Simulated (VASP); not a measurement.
Given:

```
CELL_PARAMETERS angstrom
      2.91000     0.00000     0.00000
      0.00000     2.91000     0.00000
      0.00000     0.00000     2.91000
ATOMIC_POSITIONS crystal
  Al 0.50000 0.50000 0.50000
  Fe 0.00000 0.00000 0.00000
```

Method: r2SCAN meta-GGA, VASP's PBE PAW potentials (set 64) (plane waves; VASP 6.6.1). Settings: 480 eV cut-off, 11×11×11 Γ-centred mesh, first-order Methfessel-Paxton smearing of 0.10 eV, potentials Al Fe.

Energy and stress use the plane-wave basis of the starting cell.

The ions, cell shape and volume are relaxed. Which structure does the run end with?

```
CELL_PARAMETERS angstrom
      2.84183     0.00000     0.00000
      0.00000     2.84183     0.00000
      0.00000     0.00000     2.84183
ATOMIC_POSITIONS crystal
  Al 0.50000 0.50000 0.50000
  Fe 0.00000 0.00000 0.00000
```
Space group Pm-3m (221), at a tolerance of 0.03 Å.

How do energy and volume change from the first to the last step?

The energy (σ→0) changes by -33.6 meV/atom and the volume by -6.9 %, in 4 ionic steps.

The compound is FeAl in the CsCl type structure. This run relaxes it. Symmetry was kept, so distortions that lower it aren't found. The run is not spin-polarised, so no magnetic state was tried. The electron count is odd and the run is not spin-polarised, which forces a metal.
